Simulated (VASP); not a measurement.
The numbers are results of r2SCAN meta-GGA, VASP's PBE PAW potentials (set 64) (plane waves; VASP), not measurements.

Input for VASP

### INCAR
```
SIGMA = 0.1   ! width (eV)
LREAL = .FALSE.   ! projection in real space or not
LASPH = .TRUE.   ! aspherical one-centre terms
ISIF = 2   ! forces and stress, cell fixed
NELMIN = 4
ENCUT = 450   ! plane-wave cut-off (eV)
ISMEAR = 1
METAGGA = R2SCAN
EDIFF = 1E-5
NSW = 20
LMAXMIX = 4   ! l cut-off of mixed one-centre charges
LMIXTAU = .TRUE.
ALGO = Normal
PREC = Normal
IBRION = 2
LCHARG = .FALSE.
LWAVE = .FALSE.
SYSTEM = ZrC
EDIFFG = -0.03
NELM = 100   ! most electronic steps
```

File KPOINTS:
```
Automatic
0
Gamma
15 15 15
```

POSCAR:
```
ZrC
1
    0.0000000000     2.3566428144     2.3566428144
    2.3566428144     0.0000000000     2.3566428144
    2.3566428144     2.3566428144     0.0000000000
Zr C
1 1
Direct
  0.0000000000   0.0000000000   0.0000000000
  0.5000000000   0.5000000000   0.5000000000
```

POTCAR, in this order: Zr_sv C (PBE.64 set). Program: vasp_std.

At this cut-off the stress carries a Pulay error, which pulls relaxed volumes low.

Question: Predict the energy per atom (σ→0), band gap (on the k-mesh).

Answer: 
The energy per atom (σ→0) is -17.364 eV/atom. The band gap (on the k-mesh) comes out as none (metal, semimetal or under 0.01 eV).

### OSZICAR
```
...
DAV:  11    -0.347154536961E+02    0.11781E-01   -0.60527E-02  3456   0.174E+00    0.436E-01
DAV:  12    -0.347251103790E+02   -0.96567E-02   -0.18127E-02  3296   0.104E+00    0.909E-02
DAV:  13    -0.347272063895E+02   -0.20960E-02   -0.11908E-03  3212   0.336E-01    0.439E-02
DAV:  14    -0.347278875212E+02   -0.68113E-03   -0.14297E-03  3356   0.297E-01    0.230E-02
DAV:  15    -0.347279027808E+02   -0.15260E-04   -0.25218E-05  3244   0.472E-02    0.213E-02
DAV:  16    -0.347279134274E+02   -0.10647E-04   -0.15121E-05  2624   0.354E-02    0.164E-02
DAV:  17    -0.347279125415E+02    0.88591E-06   -0.24693E-05  2804   0.437E-02
   1 F= -.34727913E+02 E0= -.34727846E+02  d E =-.347279E+02
```

The compound is ZrC in the rock salt structure. It was relaxed first.
